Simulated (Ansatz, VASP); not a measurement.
# Mo: VASP beside Ansatz, part 2 of 2

One calculation is typed for both programs; each brings its own data sets. How far apart do they land? The cell is taken from a series of runs on this material, whose earlier steps may have relaxed, scaled, displaced or heated it; both programs get it as it stands.

VASP 6.6.1 and Ansatz 0.2.0.

So far: The structure; VASP: elastic constants, LDA.

**3. Ansatz: elastic constants, LDA**

Level of this step: Ansatz beside VASP: Kohn-Sham DFT, plane waves, LDA (Ansatz).

Ansatz runs on its PAW soft_1 files.

The same cell, functional (in two slightly different forms), mesh and smearing now go to Ansatz.

input.yaml

```yaml
crystal:
  lattice:
    - [-1.5550467502, 1.5550467502, 1.5550467502]
    - [1.5550467502, -1.5550467502, 1.5550467502]
    - [1.5550467502, 1.5550467502, -1.5550467502]
  atoms:
    - { symbol: Mo, position: [0.0, 0.0, 0.0] }
kpoints:
  mp_grid: { grid: [10, 10, 10] }
hamiltonian:
  xc: lda
  pseudopotentials: { kind: paw, azcp: { folder: soft_1 }, xc_functional: pbe }
scf:
  occupations: { method: gaussian, width: 0.1 }
output:
  forces: true
  stress: true
  eigenvalues: true
basis:
  ecutwfc: 260.0
elastic:
  mode: relaxed_ion
  amplitude: 0.01
```

The run is started by

```
$ ansatz run input.yaml --threads 4 --pin off --max-ram 15360MiB --backend cpu --events-out ev --progress --plain --runs-dir out
```

Numbers of over 12 decimals in the logs are rounded to 6 here.

The program printed:

```text
Warning: basis.ecutwfc = 260 eV is below the records' recommended 420 eV, and the density's cutoff is lower with it unless basis.ecutrho_ratio is high enough to keep the records' density cutoff: compare with a run at a higher cutoff
Engine: ansatz 0.2.0, aarch64-unknown-linux-gnu
Pseudopotentials: kind: paw
Pseudopotential: Mo, paw, valence charge 14, recommended cutoff 420 eV (normal), soft_1/Mo.paw.azcp
Functional definition: SPW92
  exchange = slater_x
  correlation = pw_c
Crystal: 1 atoms, lattice volume = 15.041 Å³
Basis set: ecut = 260 eV, 141 PW (Γ)
Bands: 11, of which v1, the nominal top of the filled ones, is band 7 counted from 1 (6 counted from 0)
Symmetry: 48 space group operations
Space group: Im-3m (ITA 229), of the structure as read, at distance tolerance 2.5e-5 Å
k-points: 47 of 1000
Non-local potential: Mo, projectors of the file, l = 0: 3, l = 1: 2, l = 2: 2, l = 3: 1
PAW form: soft (Blöchl's): semilocal exchange-correlation on the pseudo side does not see the compensation charge
PAW frozen core: Mo, regenerated for the run's functional, and the local potential with it (the file was generated under x = pbe(κ = 0.804, μ = 0.219515), c = pbe(β = 0.066725))
PAW one-centre angular grid: Mo, 590 points (default); XC on 64 Gauss nodes
Initial density: superposition of atomic densities (chi_scale 0.1, normalization cell)
Initial wavefunctions: pseudopotential atomic-orbital guess
Functional: x = slater, c = lda
SCF iter   1: F=—  HF=-4843.341016 eV  |F-HF|=—  |Δ(HF+E_count)|=         —  Δρ=1.11e-1  dr2=1.86e0  ethr=3.10e-3  ⟨swp⟩=5.1  Hψ=2723  notcnv=0
preconditioner: auto → none  [metal: Δε(μ)=0.098 eV  Ē_g=9.000 eV  σ=0.100 eV  W_gap=0.50  n_scr=0 (ndim 8)  ℏωp=23.5 eV  f_vac=0.000  D(μ)=0.65/eV (n_scr^D=0)]
SCF iter   2: F=—  HF=-4842.623377 eV  |F-HF|=—  |Δ(HF+E_count)|=   7.18e-1  Δρ=2.80e-2  dr2=3.75e-2  ethr=3.10e-3  ⟨swp⟩=2.1  Hψ=1375  notcnv=0  defer=4
SCF iter   3: F=—  HF=-4842.616251 eV  |F-HF|=—  |Δ(HF+E_count)|=   7.13e-3  Δρ=1.24e-2  dr2=7.34e-3  ethr=2.68e-4  ⟨swp⟩=1.0  Hψ=553  notcnv=0  defer=4
SCF iter   4: F=—  HF=-4842.614787 eV  |F-HF|=—  |Δ(HF+E_count)|=   1.46e-3  Δρ=1.69e-4  dr2=1.54e-6  ethr=5.24e-5  ⟨swp⟩=1.0  Hψ=513  notcnv=0  defer=4
SCF iter   5: F=—  HF=-4842.614792 eV  |F-HF|=—  |Δ(HF+E_count)|=   5.91e-6  Δρ=3.65e-5  dr2=8.88e-8  ethr=1.10e-8  ⟨swp⟩=2.0  Hψ=839  notcnv=0  defer=4
SCF iter   6: F=—  HF=-4842.614792 eV  |F-HF|=—  |Δ(HF+E_count)|=   3.44e-9  Δρ=3.89e-6  dr2=1.08e-9  ethr=6.34e-10  ⟨swp⟩=2.4  Hψ=731  notcnv=0  defer=4
SCF iter   7: F=—  HF=-4842.614792 eV  |F-HF|=—  |Δ(HF+E_count)|=  4.09e-10  Δρ=1.77e-7  dr2=2.97e-12  ethr=7.70e-12  ⟨swp⟩=2.4  Hψ=846  notcnv=0  defer=4
SCF iter   8: F=-4842.614792 eV  HF=-4842.614792 eV  |F-HF|=1.82e-12  |Δ(HF+E_count)|=  3.64e-12  Δρ=2.72e-8  dr2=2.95e-14  ethr=1.00e-12  ⟨swp⟩=4.3  Hψ=1578  notcnv=0
SCF 1 converged in 8 iterations: F = -4842.614792 eV  dr2 = 2.95e-14
  greatest PAW one-centre occupation: 0.999 electrons in one spin orbital (limit 2), on the Mo atom at site 0 (counted from 0), in its partial waves of l = 0
Crystal: 1 atoms, lattice volume = 14.741 Å³
Symmetry: 16 space group operations
k-points: 102 of 1000
Initial density: handed on by an earlier stage of this run
Initial wavefunctions: those handed on with the density
iter 1 solved again at ethr=2.24e-6 eV; its pass at ethr=3.10e-3 eV (dr2=3.14e-4 eV) is discarded
SCF iter   1: F=—  HF=-4842.605230 eV  |F-HF|=—  |Δ(HF+E_count)|=         —  Δρ=2.52e-3  dr2=3.00e-4  ethr=2.24e-6  ⟨swp⟩=2.0  Hψ=7830  notcnv=0  defer=2
preconditioner: auto → none  [metal: Δε(μ)=0.023 eV  Ē_g=8.848 eV  σ=0.100 eV  W_gap=0.13  n_scr=0 (ndim 8)  ℏωp=23.7 eV  f_vac=0.000  D(μ)=0.79/eV (n_scr^D=12)]
[...]
SCF 2 converged in 8 iterations: F = -4842.605219 eV  dr2 = 3.14e-16
[...]
SCF 5 converged in 6 iterations: F = -4842.613440 eV  dr2 = 5.17e-16
Crystal: 1 atoms, lattice volume = 15.040 Å³
Symmetry: 8 space group operations
k-points: 171 of 1000
[...]
preconditioner: auto → none  [metal: Δε(μ)=0.033 eV  Ē_g=8.677 eV  σ=0.100 eV  W_gap=0.18  n_scr=0 (ndim 8)  ℏωp=23.5 eV  f_vac=0.000  D(μ)=0.88/eV (n_scr^D=12)]
[...]
SCF 6 converged in 7 iterations: F = -4842.616825 eV  dr2 = 2.76e-14
[...]
preconditioner: auto → none  [metal: Δε(μ)=0.010 eV  Ē_g=8.676 eV  σ=0.100 eV  W_gap=0.06  n_scr=0 (ndim 8)  ℏωp=23.5 eV  f_vac=0.000  D(μ)=0.88/eV (n_scr^D=12)]
[...]
SCF 7 converged in 6 iterations: F = -4842.616825 eV  dr2 = 3.94e-14
[...]
preconditioner: auto → none  [metal: Δε(μ)=0.015 eV  Ē_g=8.677 eV  σ=0.100 eV  W_gap=0.08  n_scr=0 (ndim 8)  ℏωp=23.5 eV  f_vac=0.000  D(μ)=0.85/eV (n_scr^D=12)]
[...]
SCF iter   3: F=—  HF=-4842.617414 eV  |F-HF|=—  |Δ(HF+E_count)|=   4.89e-9  Δρ=1.13e-5  dr2=4.91e-9  ethr=1.00e-12  ⟨swp⟩=2.0  Hψ=3099  notcnv=0  defer=1
SCF iter   4: F=—  HF=-4842.617414 eV  |F-HF|=—  |Δ(HF+E_count)|=  1.54e-10  Δρ=5.86e-7  dr2=1.47e-11  ethr=1.00e-12  ⟨swp⟩=2.0  Hψ=3077  notcnv=0  defer=1
SCF iter   5: F=—  HF=-4842.617414 eV  |F-HF|=—  |Δ(HF+E_count)|=  6.37e-12  Δρ=1.05e-7  dr2=5.10e-13  ethr=1.05e-13 (applied; sched 1.00e-12)  ⟨swp⟩=1.0  Hψ=1909  notcnv=0  defer=9
SCF iter   6: F=-4842.617414 eV  HF=-4842.617414 eV  |F-HF|=9.09e-13  |Δ(HF+E_count)|=  9.09e-13  Δρ=6.46e-9  dr2=3.22e-15  ethr=1.00e-12  ⟨swp⟩=4.0  Hψ=5403  notcnv=0
SCF 8 converged in 6 iterations: F = -4842.617414 eV  dr2 = 3.22e-15
SCF iter   1: F=—  HF=-4842.617414 eV  |F-HF|=—  |Δ(HF+E_count)|=         —  Δρ=8.64e-5  dr2=5.08e-7  ethr=1.00e-12  ⟨swp⟩=9.5  Hψ=15943  notcnv=0
SCF iter   2: F=—  HF=-4842.617414 eV  |F-HF|=—  |Δ(HF+E_count)|=   1.81e-7  Δρ=3.21e-5  dr2=4.28e-8  ethr=1.00e-12  ⟨swp⟩=3.0  Hψ=5694  notcnv=0
SCF iter   3: F=—  HF=-4842.617414 eV  |F-HF|=—  |Δ(HF+E_count)|=   4.89e-9  Δρ=1.13e-5  dr2=4.91e-9  ethr=1.00e-12  ⟨swp⟩=2.0  Hψ=3099  notcnv=0
SCF iter   4: F=—  HF=-4842.617414 eV  |F-HF|=—  |Δ(HF+E_count)|=  1.52e-10  Δρ=5.86e-7  dr2=1.47e-11  ethr=1.00e-12  ⟨swp⟩=2.0  Hψ=3077  notcnv=0
SCF iter   5: F=—  HF=-4842.617414 eV  |F-HF|=—  |Δ(HF+E_count)|=  4.55e-12  Δρ=1.05e-7  dr2=5.10e-13  ethr=1.05e-13 (applied; sched 1.00e-12)  ⟨swp⟩=1.0  Hψ=1909  notcnv=0  defer=9
SCF iter   6: F=-4842.617414 eV  HF=-4842.617414 eV  |F-HF|=9.09e-13  |Δ(HF+E_count)|=    0.00e0  Δρ=6.45e-9  dr2=3.22e-15  ethr=1.00e-12  ⟨swp⟩=4.0  Hψ=5403  notcnv=0
SCF 9 converged in 6 iterations: F = -4842.617414 eV  dr2 = 3.22e-15
SCF converged after 8 iterations
Free energy (F): -4842.614792 eV
Harris-Foulkes:  -4842.614792 eV  (|F-HF|=1.82e-12)
Internal energy: -4842.610645 eV  (E = F + TS)
E sigma→0 (E₀):  -4842.612719 eV
Entropy (-TS):   -0.004148 eV (-4.148 meV/atom)
Fermi energy:    21.886283 eV
--- Per-component energies (eV) ---
  E_band       = -46.042526
  E_kinetic    = 425.066348
  E_local      = -747.289265  (includes V_loc(G=0)·N_el)
  E_nonlocal   = 152.409478
  E_hartree    = 253.696659
  E_xc         = -176.076090
  E_vxc        = -220.499504  (∫ρ·V_xc dr)
  E_paw        = -3099.634859  (= ΣΔE_a)
  E_vpaw       = -163.122927  (= ΣTr[D̂ρ^β])
  E_aug_tail   = 0.000028  (compensation charges beyond the density's cutoff)
  E_ewald      = -1651.255760
  E_core_change = 0.472816  (= ΣΔE_core)
  E_smearing   = -0.004148  (= −TS)
  E_closure    = 0.000000  (closes the sum)
  Σ components = -4842.614792   (vs F -4842.614792, Δ=0.00e0)
--- Forces (eV/Å), atoms counted from 1 ---
  atom   1  Mo    -0.00000000    -0.00000000     0.00000000
  max |Σ_I F_I| component: 1.00e-32 eV/Å
--- Stress (GPa, compression-positive) ---
       -0.020848      -0.000000       0.000000
       -0.000000      -0.020848       0.000000
       -0.000000       0.000000      -0.020848
  P = ⅓ Tr σ = -0.0208 GPa (-0.208 kbar)
--- Band table (eV; the first three rows and the last of 47) ---
  k-point 0: bands = [... 3 lower, -12.6614, 14.3689, 20.3123, 20.3123, 20.3123, 23.4760, 23.4760, 36.5840]
  k-point 1: bands = [... 3 lower, -12.6577, 14.8237, 20.0596, 20.2620, 20.7487, 23.1419, 23.5051, 36.9078]
  k-point 2: bands = [... 3 lower, -12.6622, 15.9059, 19.4589, 20.0651, 21.9942, 22.8430, 23.5594, 37.1500]
  k-point 46: bands = [... 3 lower, -13.7229, 16.0340, 16.0340, 26.0822, 26.0822, 26.0822, 31.2444, 31.2444]
--- Elastic constants: 2 strain directions × 4 members + reference (group order 48) ---
  dense FFT box of the reference and of every strained cell: 15×15×15
  strains applied: 11, 23; error gains: componentwise 1.00 (the most a stress slope's error grows in a printed constant), spectral 1.73 (1 for all six strains in a standard setting)
  C = ∂σ_k/∂η_j (tension-positive GPa; Voigt order 11 22 33 23 13 12):
       475.350    188.645    188.645      0.000      0.000      0.000
       188.645    475.350    188.645      0.000     -0.000      0.000
       188.645    188.645    475.350     -0.000      0.000     -0.000
        -0.000     -0.000      0.000    100.570     -0.000     -0.000
        -0.000     -0.000      0.000     -0.000    100.570     -0.000
        -0.000      0.000      0.000      0.000      0.000    100.570
  reference stress σ⁰ (GPa):      0.021      0.021      0.021     -0.000      0.000      0.000
  C* (energy form; C + prestress term) asymmetry max|C*_kj − C*_jk| = 5.684e-14 GPa — a small one proves nothing (zero by symmetry where the batch's group is 432, −43m or m−3m); a large one is finite-difference/SCF noise where every solve meets its electron count
  moduli (Voigt/Reuss/Hill, GPa): K = 284.21/284.21/284.21   G = 117.68/114.20/115.94   E = 306.19   ν = 0.320
  mechanically stable: yes (min eigenvalue of sym C = 100.57 GPa)
  strain η (Voigt 11):  stress-route row diagonal C_11 = 475.35 GPa, energy-path curvature d²(F+E_count+ΔE)/dδ²/Ω₀ = 478.71 GPa
    cells at ±δ against ±2δ: C11 476.77 and 481.01 GPa, apart by 0.89 % of the column's largest entry
         δ    σ_11 (GPa)             F (eV)   n_scf  n_hpsi   n_pw
    -2.000e-2     -10.5014       -4842.6052189       8   20989    146   relax 0 steps, max|allowed force component| 0.00e0 eV/Å
    -1.000e-2      -5.0812       -4842.6134400       6   22190    150   relax 0 steps, max|allowed force component| 0.00e0 eV/Å
     1.000e-2       4.4541       -4842.6144912       6   23081    152   relax 0 steps, max|allowed force component| 0.00e0 eV/Å
     2.000e-2       8.7390       -4842.6091476       6   19533    152   relax 0 steps, max|allowed force component| 0.00e0 eV/Å
  strain η (Voigt 23):  stress-route row diagonal C_44 = 100.57 GPa, energy-path curvature d²(F+E_count+ΔE)/dδ²/Ω₀ = 119.37 GPa
    cells at ±δ against ±2δ: C44 102.02 and 106.36 GPa, apart by 4.32 % of the column's largest entry
         δ    σ_23 (GPa)             F (eV)   n_scf  n_hpsi   n_pw
    -2.000e-2      -2.1272       -4842.6168247       7   33887    150   relax 0 steps, max|allowed force component| 0.00e0 eV/Å
    -1.000e-2      -1.0202       -4842.6174136       6   37177    150   relax 0 steps, max|allowed force component| 0.00e0 eV/Å
     1.000e-2       1.0202       -4842.6174135       6   36915    150   relax 0 steps, max|allowed force component| 0.00e0 eV/Å
     2.000e-2       2.1273       -4842.6168246       6   30379    150   relax 0 steps, max|allowed force component| 0.00e0 eV/Å
```

**4. Side by side**

Known differences besides the potentials themselves: the cutoff is 260 eV in Ansatz and 500 eV in VASP; VASP's log shows a relativistic correction to its local exchange, Ansatz's none; VASP takes each elastic constant from one size of strain, Ansatz from those that its log lists; Ansatz's log warns that its cutoff lies below the recommended one. Total energies have different zeros and are not compared.

The two programs side by side:

```csv
quantity,Ansatz,VASP,difference
C11 (GPa),475.4,476.5,-0.23 %
C22 (GPa),475.4,476.5,-0.23 %
C33 (GPa),475.4,476.5,-0.23 %
C12 (GPa),188.6,198.9,-5.14 %
C13 (GPa),188.6,198.9,-5.14 %
C23 (GPa),188.6,198.9,-5.14 %
C44 (GPa),100.6,106.7,-5.73 %
C55 (GPa),100.6,106.7,-5.73 %
C66 (GPa),100.6,106.7,-5.73 %
```

**5. What came out**

```json
{
  "difference in C44 (elastic constants, LDA)": "-5.7 %"
}
```

In words: The difference in C44 is -5.7 % (elastic constants, LDA), beyond the 5 % picked in this series as the mark of a large difference. Such differences can come from data sets, numerical settings and the points named under the comparisons, not from the functional's error against experiment.

[Lines on the potential files, build, host, timing and source positions are cut from VASP's logs without a mark.]

[Logs are printed without paths, hosts, clocks, repeated set-up lines and the standing remarks that a program may print on its own settings, such as how far it seeks lower states.]

[Hosts, paths, dates, database ids (printed as entryN), source tags and the programs' standing remarks are cut or masked in the printed files.]
